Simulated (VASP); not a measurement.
# A VASP study of MgO (PBE + D3(BJ)): structure first, properties next, part 4 of 6

Aim: relax MgO with PBE + D3(BJ), compute its properties on that cell and hold them against experiment. The start is a cell from a database of measured crystal structures.

VASP 6.6.1, plane waves and PAW; the level of theory is named at each step.

So far, least gap on mesh and path (eV): step 4 (bands along the symmetry lines (PBE + D3(BJ))) 4.80. The relaxed cell has a = 4.201 Å (conventional setting).

### Step 7. Dielectric tensor and Born charges (PBE + D3(BJ))

Level of this step: PBE with D3(BJ); plane waves and PAW (Mg, O) (VASP).

The response to a static field gives the electronic dielectric tensor and the Born charges. It needs tightly converged orbitals, hence the small EDIFF.

Input file INCAR:

```
SYSTEM = MgO
PREC = Accurate
ENCUT = 520
EDIFF = 1E-08
NELM = 100
ISMEAR = 0
SIGMA = 0.01
LREAL = .FALSE.
ALGO = Normal
GGA = PE
IVDW = 12
NBANDS = 10
LORBIT = 11
LWAVE = .FALSE.
LCHARG = .FALSE.
KPAR = 2
LEPSILON = .TRUE.
```

Input file POSCAR:

```
MgO
1.0
    0.0000000000      2.1006853663      2.1006853663
    2.1006853663      0.0000000000      2.1006853663
    2.1006853663      2.1006853663      0.0000000000
Mg O
1 1
Direct
    0.0000000000      0.0000000000      0.0000000000
    0.5000000000      0.5000000000      0.5000000000
```

Input file KPOINTS:

```
Automatic mesh
0
Gamma
13 13 13
0 0 0
```

Potentials, in the order of the species: Mg and O (PBE family, release 64).

Run with:

```
mpirun -np 2 vasp_std
```

The log of the run:

```text
[... set-up lines as in an earlier step ...]
 entering main loop
       N       E                     dE             d eps       ncg     rms          rms(c)
DAV:   1     0.130442269887E+02    0.13044E+02   -0.47763E+03  1968   0.714E+02
DAV:   2    -0.128617181866E+02   -0.25906E+02   -0.24697E+02  1912   0.138E+02
DAV:   3    -0.134617893822E+02   -0.60007E+00   -0.59947E+00  1972   0.183E+01
DAV:   4    -0.134631294055E+02   -0.13400E-02   -0.13400E-02  1878   0.981E-01
DAV:   5    -0.134631333871E+02   -0.39817E-05   -0.39817E-05  1900   0.528E-02    0.723E+00
DAV:   6    -0.119188152210E+02    0.15443E+01   -0.89993E+00  1710   0.179E+01    0.222E+00
DAV:   7    -0.119066799096E+02    0.12135E-01   -0.48095E-02  1798   0.216E+00    0.133E+00
DAV:   8    -0.119015071103E+02    0.51728E-02   -0.25797E-02  1702   0.198E+00    0.204E-01
DAV:   9    -0.119012700697E+02    0.23704E-03   -0.35872E-04  1914   0.144E-01    0.122E-01
DAV:  10    -0.119012958097E+02   -0.25740E-04   -0.41091E-04  1772   0.163E-01    0.810E-03
DAV:  11    -0.119012972770E+02   -0.14673E-05   -0.16798E-06  1874   0.120E-02    0.517E-03
DAV:  12    -0.119012971654E+02    0.11155E-06   -0.66308E-07  1828   0.690E-03    0.386E-04
DAV:  13    -0.119012971815E+02   -0.16115E-07   -0.20369E-08  1636   0.843E-04    0.120E-04
DAV:  14    -0.119012971564E+02    0.25180E-07   -0.71619E-10   964   0.220E-04    0.108E-05
DAV:  15    -0.119012971572E+02   -0.85322E-09   -0.25355E-11   910   0.500E-05
   1 F= -.12492135E+02 E0= -.12492135E+02  d E =-.812760E-65
 Linear response reoptimize wavefunctions to high precision
DAV:   1    -0.119012971572E+02    0.59084E+00   -0.28627E-12   978   0.131E-05
DAV:   2    -0.119012971572E+02    0.14779E-10   -0.61938E-13   896   0.340E-06
 Linear response G [H, r] |phi>, progress :
  Direction:   1
       N       E                     dE             d eps       ncg     rms
RMM:   1    -0.321257790705E+02   -0.32126E+02    0.13652E+01  3701   0.504E+01
RMM:   2    -0.303878865670E+02    0.17379E+01   -0.64483E-01  2686   0.663E+00
RMM:   3    -0.303903349708E+02   -0.24484E-02   -0.40263E-03  2810   0.403E-01
RMM:   4    -0.303903853211E+02   -0.50350E-04   -0.38706E-05  3027   0.325E-02
RMM:   5    -0.303903856962E+02   -0.37505E-06   -0.27515E-07  3104   0.288E-03
RMM:   6    -0.303903857015E+02   -0.53514E-08    0.43230E-08  2928   0.290E-04
 Linear response G [H, r] |phi>, progress :
  Direction:   2
       N       E                     dE             d eps       ncg     rms
RMM:   1    -0.306314002346E+02   -0.30631E+02    0.16590E+01  3689   0.498E+01
RMM:   2    -0.302061695880E+02    0.42523E+00   -0.70027E-01  2703   0.692E+00
RMM:   3    -0.302086832788E+02   -0.25137E-02   -0.36947E-03  2813   0.407E-01
RMM:   4    -0.302087310017E+02   -0.47723E-04   -0.44297E-05  3037   0.342E-02
RMM:   5    -0.302087314091E+02   -0.40743E-06   -0.33029E-07  3058   0.302E-03
RMM:   6    -0.302087314144E+02   -0.53177E-08   -0.50546E-08  2933   0.291E-04
 Linear response G [H, r] |phi>, progress :
  Direction:   3
       N       E                     dE             d eps       ncg     rms
RMM:   1    -0.271756845302E+02   -0.27176E+02    0.59538E+01  3538   0.492E+01
RMM:   2    -0.257507210838E+02    0.14250E+01   -0.52485E-01  2635   0.579E+00
RMM:   3    -0.257501098051E+02    0.61128E-03   -0.30038E-03  2756   0.349E-01
RMM:   4    -0.257501387956E+02   -0.28991E-04   -0.40694E-05  2903   0.311E-02
RMM:   5    -0.257501393202E+02   -0.52463E-06   -0.10791E-07  2938   0.284E-03
RMM:   6    -0.257501393510E+02   -0.30725E-07    0.41218E-08  2674   0.289E-04
RMM:   7    -0.257501393516E+02   -0.63032E-09    0.14194E-07  2129   0.688E-05
RMM:   8    -0.257501393518E+02   -0.19507E-09    0.61115E-10  2025   0.588E-05
 Linear response to external field (no local field effect), progress :
  Direction:   1
       N       E                     dE             d eps       ncg     rms          rms(c)
RMM:   1    -0.127025477377E+00   -0.12703E+00   -0.38636E-01  3741   0.175E+00
RMM:   2    -0.127198456715E+00   -0.17298E-03   -0.93871E-04  2650   0.216E-01
RMM:   3    -0.127202493676E+00   -0.40370E-05   -0.29338E-06  2749   0.123E-02
RMM:   4    -0.127202510794E+00   -0.17118E-07   -0.16400E-08  2779   0.934E-04
RMM:   5    -0.127202510899E+00   -0.10529E-09   -0.11910E-10  2258   0.804E-05
 change of polarisation eV/A/(eV/A) component  1 :     0.254     0.081     0.023
 dielectric tensor                  component  1 :     3.483     0.794     0.226
 Linear response to external field (no local field effect), progress :
  Direction:   2
       N       E                     dE             d eps       ncg     rms          rms(c)
RMM:   1    -0.129074987921E+00   -0.12907E+00   -0.40300E-01  3687   0.174E+00
RMM:   2    -0.129216326919E+00   -0.14134E-03   -0.10442E-03  2638   0.222E-01
RMM:   3    -0.129221954602E+00   -0.56277E-05   -0.38080E-06  2761   0.134E-02
RMM:   4    -0.129221980754E+00   -0.26151E-07   -0.21808E-08  2807   0.103E-03
RMM:   5    -0.129221980931E+00   -0.17763E-09   -0.15489E-10  2296   0.898E-05
 change of polarisation eV/A/(eV/A) component  2 :     0.081     0.258    -0.040
 dielectric tensor                  component  2 :     0.794     3.522    -0.388
 Linear response to external field (no local field effect), progress :
  Direction:   3
       N       E                     dE             d eps       ncg     rms          rms(c)
RMM:   1    -0.789766505071E-01   -0.78977E-01   -0.19891E-01  3658   0.136E+00
RMM:   2    -0.793934937543E-01   -0.41684E-03   -0.58692E-04  2638   0.162E-01
RMM:   3    -0.793955963314E-01   -0.21026E-05   -0.19334E-06  2703   0.924E-03
RMM:   4    -0.793956076736E-01   -0.11342E-07   -0.11394E-08  2655   0.718E-04
RMM:   5    -0.793956077340E-01   -0.60341E-10   -0.83527E-11  2064   0.648E-05
 change of polarisation eV/A/(eV/A) component  3 :     0.023    -0.040     0.159
 dielectric tensor                  component  3 :     0.226    -0.388     2.550
 Linear response to external field, progress :
  Direction:   1
       N       E                     dE             d eps       ncg     rms          rms(c)
RMM:   1    -0.111761399891E+00   -0.11176E+00   -0.33011E-01  8573   0.161E+00
RMM:   2    -0.111936087755E+00   -0.17469E-03   -0.85010E-04  6126   0.198E-01    0.523E-01
RMM:   3    -0.111096399259E+00    0.83969E-03   -0.10218E-03  6097   0.266E-01    0.318E-01
RMM:   4    -0.118653288138E+00   -0.75569E-02   -0.19632E-03  6063   0.391E-01    0.324E-02
RMM:   5    -0.119474268252E+00   -0.82098E-03   -0.29752E-05  6388   0.502E-02    0.627E-03
RMM:   6    -0.119576596794E+00   -0.10233E-03   -0.39530E-07  6545   0.574E-03    0.261E-03
RMM:   7    -0.119619253587E+00   -0.42657E-04   -0.12633E-07  6509   0.315E-03    0.149E-04
RMM:   8    -0.119620864403E+00   -0.16108E-05   -0.75672E-10  6196   0.226E-04    0.676E-05
RMM:   9    -0.119621038696E+00   -0.17429E-06   -0.17984E-10  5541   0.118E-04    0.695E-06
 change of polarisation eV/A/(eV/A) component  1 :     0.217     0.043     0.016
 dielectric tensor                  component  1 :     3.120     0.415     0.151
 Linear response to external field, progress :
  Direction:   2
       N       E                     dE             d eps       ncg     rms          rms(c)
RMM:   1    -0.111657854287E+00   -0.11166E+00   -0.32908E-01  8603   0.162E+00
RMM:   2    -0.111936090923E+00   -0.27824E-03   -0.86020E-04  6136   0.200E-01    0.523E-01
RMM:   3    -0.111098510996E+00    0.83758E-03   -0.10225E-03  6099   0.266E-01    0.318E-01
RMM:   4    -0.118653593465E+00   -0.75551E-02   -0.19647E-03  6075   0.391E-01    0.324E-02
RMM:   5    -0.119474014099E+00   -0.82042E-03   -0.29764E-05  6391   0.502E-02    0.627E-03
RMM:   6    -0.119576820315E+00   -0.10281E-03   -0.39649E-07  6565   0.575E-03    0.260E-03
RMM:   7    -0.119619266998E+00   -0.42447E-04   -0.12577E-07  6522   0.314E-03    0.149E-04
RMM:   8    -0.119620923303E+00   -0.16563E-05   -0.79609E-10  6248   0.233E-04    0.700E-05
RMM:   9    -0.119621036921E+00   -0.11362E-06   -0.17753E-10  5538   0.118E-04    0.665E-06
 change of polarisation eV/A/(eV/A) component  2 :     0.032     0.217    -0.002
 dielectric tensor                  component  2 :     0.313     3.120    -0.018
 Linear response to external field, progress :
  Direction:   3
       N       E                     dE             d eps       ncg     rms          rms(c)
RMM:   1    -0.111657862222E+00   -0.11166E+00   -0.32908E-01  8603   0.162E+00
RMM:   2    -0.111936094850E+00   -0.27823E-03   -0.85949E-04  6137   0.200E-01    0.523E-01
RMM:   3    -0.111098522425E+00    0.83757E-03   -0.10222E-03  6099   0.266E-01    0.318E-01
RMM:   4    -0.118653459794E+00   -0.75549E-02   -0.19638E-03  6075   0.391E-01    0.324E-02
RMM:   5    -0.119474039733E+00   -0.82058E-03   -0.29773E-05  6398   0.502E-02    0.627E-03
RMM:   6    -0.119576792836E+00   -0.10275E-03   -0.39665E-07  6560   0.575E-03    0.260E-03
RMM:   7    -0.119619268706E+00   -0.42476E-04   -0.12584E-07  6521   0.314E-03    0.149E-04
RMM:   8    -0.119620925719E+00   -0.16570E-05   -0.80309E-10  6265   0.233E-04    0.699E-05
RMM:   9    -0.119621039021E+00   -0.11330E-06   -0.20152E-10  5567   0.118E-04    0.665E-06
 change of polarisation eV/A/(eV/A) component  3 :     0.005     0.025     0.217
 dielectric tensor                  component  3 :     0.050     0.245     3.120
 Born effective charges drift removed
```

Elapsed: 2.8 min, on 2 MPI ranks of AMD EPYC 7R43, shared host; peak memory 0.4 GiB; 5.3 min of CPU time.

OUTCAR, selected parts (step 7):

```text
   k-points           NKPTS =     84   k-points in BZ     NKDIM =     84   number of bands    NBANDS=     10

   NELECT =       8.0000    total number of electrons

  Total       0.00042     0.00042     0.00042    -0.00000     0.00000     0.00000
  in kB       0.03642     0.03642     0.03642    -0.00000     0.00000     0.00000
  external pressure =        0.04 kB  Pullay stress =        0.00 kB

 POSITION                                       TOTAL-FORCE (eV/Angst)
 -----------------------------------------------------------------------------------
      0.00000      0.00000      0.00000        -0.000000     -0.000000      0.000000
      2.10069      2.10069      2.10069         0.000000      0.000000      0.000000
 -----------------------------------------------------------------------------------
    total drift:                               -0.000000     -0.000000      0.000000

 Edisp (eV)   -0.59084

 Edisp (eV)   -0.59084

 MACROSCOPIC STATIC DIELECTRIC TENSOR (including local field effects in DFT)
 ------------------------------------------------------
           3.119766    -0.000000    -0.000000
           0.000000     3.119766     0.000000
           0.000000     0.000000     3.119766
 ------------------------------------------------------

 PIEZOELECTRIC TENSOR (including local field effects)  for field in x, y, z        (C/m^2)
          XX          YY          ZZ          XY          YZ          ZX
  --------------------------------------------------------------------------------
  x     0.00000     0.00000     0.00000     0.00000     0.00000     0.00000
  y     0.00000     0.00000     0.00000     0.00000     0.00000     0.00000
  z     0.00000     0.00000     0.00000     0.00000     0.00000     0.00000

 BORN EFFECTIVE CHARGES (including local field effects) (in |e|, cummulative output)
 ---------------------------------------------------------------------------------
 ion    1
    1     1.96637     0.00000    -0.00000
    2     0.00000     1.96637    -0.00000
    3     0.00000     0.00000     1.96637
 ion    2
    1    -1.96637    -0.00000     0.00000
    2     0.00000    -1.96637     0.00000
    3    -0.00000    -0.00000    -1.96637

[... 7 parts as in an earlier step ...]

[... 3 further parts left out ...]
```

Energies printed during the response cycles are not total energies of the cell.

This step gave:

```
irreducible k-points : 84
Fermi energy         : 3.362 eV
pressure             : 0.003642 GPa
```

Electronic dielectric tensor with local fields:

```
3.12 0.00 0.00
0.00 3.12 0.00
0.00 0.00 3.12
```

Born effective charge (e), principal values of the symmetric part by kind of site:

| atom | atoms with these values | low | middle | high | mean |
| --- | --- | --- | --- | --- | --- |
| Mg1 | 1 | 1.97 | 1.97 | 1.97 | 1.97 |
| O2 | 1 | -1.97 | -1.97 | -1.97 | -1.97 |

In full for Mg1:

```
1.97 0.00 0.00
0.00 1.97 0.00
0.00 0.00 1.97
```

The Born charges sum to zero; the printed set may have that rule imposed, so this is no test. Born charges and mode vectors give each infrared mode its dipole; summed over the modes, dipole squared over frequency squared adds 6.57 to the electronic 3.12, for a mean static constant of 9.69. With one infrared mode the Lyddane-Sachs-Teller relation, LO/TO = (ε0/ε∞)^½, puts the longitudinal line at 708 cm⁻¹. The mean Born charge of O, -1.97 e, lies near its nominal -2, though a dynamic charge doesn't by itself measure how ionic a bond is.

### Step 8. Independent-particle dielectric function (PBE + D3(BJ))

LOPTICS sums transitions from filled to empty bands. NBANDS is raised for it.

Input file INCAR:

```
SYSTEM = MgO
PREC = Accurate
ENCUT = 520
EDIFF = 1E-06
NELM = 100
ISMEAR = 0
SIGMA = 0.05
LREAL = .FALSE.
ALGO = Normal
GGA = PE
IVDW = 12
NBANDS = 20
LORBIT = 11
LWAVE = .FALSE.
LCHARG = .FALSE.
KPAR = 2
LOPTICS = .TRUE.
NEDOS = 1500
CSHIFT = 0.1
```

POSCAR is that of step 7.

KPOINTS is that of step 7.

Run with:

```
mpirun -np 2 vasp_std
```

The log of the run:

```text
[... set-up lines as in an earlier step ...]
 entering main loop
       N       E                     dE             d eps       ncg     rms          rms(c)
DAV:   1     0.228178551532E+02    0.22818E+02   -0.40803E+03  3616   0.357E+02
DAV:   2    -0.126999427206E+02   -0.35518E+02   -0.34507E+02  4324   0.109E+02
DAV:   3    -0.134617332720E+02   -0.76179E+00   -0.75976E+00  4132   0.127E+01
DAV:   4    -0.134631308495E+02   -0.13976E-02   -0.13975E-02  3964   0.603E-01
DAV:   5    -0.134631333976E+02   -0.25481E-05   -0.25481E-05  4032   0.248E-02    0.723E+00
DAV:   6    -0.119153398006E+02    0.15478E+01   -0.70110E+00  3772   0.897E+00    0.215E+00
DAV:   7    -0.119076556996E+02    0.76841E-02   -0.63174E-02  4088   0.128E+00    0.136E+00
DAV:   8    -0.119020720190E+02    0.55837E-02   -0.29589E-02  4004   0.110E+00    0.317E-01
DAV:   9    -0.119013336090E+02    0.73841E-03   -0.10792E-03  4160   0.146E-01    0.138E-01
DAV:  10    -0.119012947206E+02    0.38888E-04   -0.27157E-04  3900   0.848E-02    0.671E-03
DAV:  11    -0.119012973701E+02   -0.26496E-05   -0.41416E-06  4164   0.100E-02    0.504E-03
DAV:  12    -0.119012971694E+02    0.20074E-06   -0.18635E-07  2392   0.195E-03
   1 F= -.12492135E+02 E0= -.12492135E+02  d E =-.288268E-12
 optical routines
 imaginary and real dielectric function
 recalculating local potential from charge density
 direction            1
 direction            2
 direction            3
```

Wall time 30 s (2 MPI ranks); peak memory 0.29 GiB; 58 s of CPU time.

Parts of OUTCAR (step 8):

```text
   k-points           NKPTS =     84   k-points in BZ     NKDIM =     84   number of bands    NBANDS=     20

   NELECT =       8.0000    total number of electrons

 E-fermi :   3.4608

 k-point     1 :       0.0000    0.0000    0.0000
  band No.  band energies     occupation
      1     -14.0584      2.00000
      2       3.2445      2.00000
      3       3.2445      2.00000
      4       3.2445      2.00000
      5       8.0454      0.00000
      6      19.0875      0.00000
      7      19.0875      0.00000
      8      19.0875      0.00000
      9      23.0242      0.00000
    ...

 Edisp (eV)   -0.59084

  Total      -0.00119    -0.00119    -0.00119     0.00000     0.00000    -0.00000
  in kB      -0.10276    -0.10276    -0.10276     0.00000     0.00000    -0.00000
  external pressure =       -0.10 kB  Pullay stress =        0.00 kB

 POSITION                                       TOTAL-FORCE (eV/Angst)
 -----------------------------------------------------------------------------------
      0.00000      0.00000      0.00000         0.000000      0.000000     -0.000000
      2.10069      2.10069      2.10069        -0.000000     -0.000000      0.000000
 -----------------------------------------------------------------------------------
    total drift:                               -0.000000     -0.000000      0.000000

  FREE ENERGIE OF THE ION-ELECTRON SYSTEM (eV)
  ---------------------------------------------------
  free  energy   TOTEN  =       -12.4921349868 eV

  energy  without entropy=      -12.4921349868  energy(sigma->0) =      -12.49213499

 plasma frequency squared (from intraband transitions) (eV^2)
  --------------------------------------------------------------------------------------
       0.000      -0.000       0.000
      -0.000       0.000      -0.000
       0.000      -0.000       0.000

[... 8 parts as in an earlier step ...]

[... 8 further parts left out ...]
```

These are independent-particle spectra without excitons or local fields, and fine structure depends on the mesh and on CSHIFT.

This step gave:

```
bands        : 20
Fermi energy : 3.461 eV
pressure     : -0.01028 GPa
```

The imaginary dielectric function, xx has structure finer than the step of the table below, so its rows give means over 1 eV, whole bins alone (the curve runs from 0 to 25.0 eV). Peaks (eV: height): 6.2: 1.73, 7.3: 2.01, 8.8: 4.25, 9.5: 3.55, 11.3: 7.06, 15.3: 3.94.

Table of imaginary dielectric function, xx by photon energy; means over each step:

| photon energy (eV) | imaginary dielectric function, xx |
| --- | --- |
| 1 | 0.00428 |
| 2 | 0.00952 |
| 3 | 0.0176 |
| 4 | 0.0392 |
| 5 | 0.408 |
| 6 | 0.923 |
| 7 | 1.24 |
| 8 | 1.81 |
| 9 | 3.24 |
| 10 | 3.02 |
| 11 | 4.82 |
| 12 | 3.32 |
| 13 | 2.66 |
| 14 | 2.32 |
| 15 | 3.08 |
| 16 | 2.87 |
| 17 | 2.43 |
| 18 | 2.24 |
| 19 | 1.09 |
| 20 | 0.697 |
| 21 | 0.813 |
| 22 | 0.534 |
| 23 | 0.436 |
| 24 | 0.319 |

Table of real dielectric function, xx by photon energy:

photon energy (eV), real dielectric function, xx and a bar from the least value:
```
        0       3.16 ######################
        1       3.18 ######################
        2       3.25 ######################
        3       3.38 #######################
        4       3.63 ########################
        5       4.21 ###########################
        6       4.24 ###########################
        7       4.45 ############################
        8       4.74 ##############################
        9       2.99 #####################
       10       3.27 ######################
       11       3.09 #####################
       12       0.78 #########
       13       0.60 ########
       14       1.48 #############
       15       1.50 #############
       16       0.05 #####
       17      -0.23 ####
       18      -0.18 ####
       19      -0.93 
       20      -0.28 ###
       21      -0.09 ####
       22      -0.11 ####
       23      -0.03 #####
       24       0.17 ######
```

Its static limit, 3.16, stands beside 3.12 from the response with local fields; local fields, the finite band count and the meshes make the difference. The mean of ε2 over directions passes 5 % of its top at 5.13 eV, against a least direct gap of 4.80 eV on this mesh, so the first direct transitions are weak, forbidden or few.

(Continued in part 5 of 6.)

[Lines on the potential files, build, host, timing and source positions are cut from VASP's logs without a mark.]

[Logs are printed without paths, hosts, clocks, repeated set-up lines and the standing remarks that a program may print on its own settings, such as how far it seeks lower states.]

[Hosts, paths, dates, database ids (printed as entryN), source tags and the programs' standing remarks are cut or masked in the printed files.]

[A measured line is paired with the nearest computed mode of its activity, which favours agreement.]
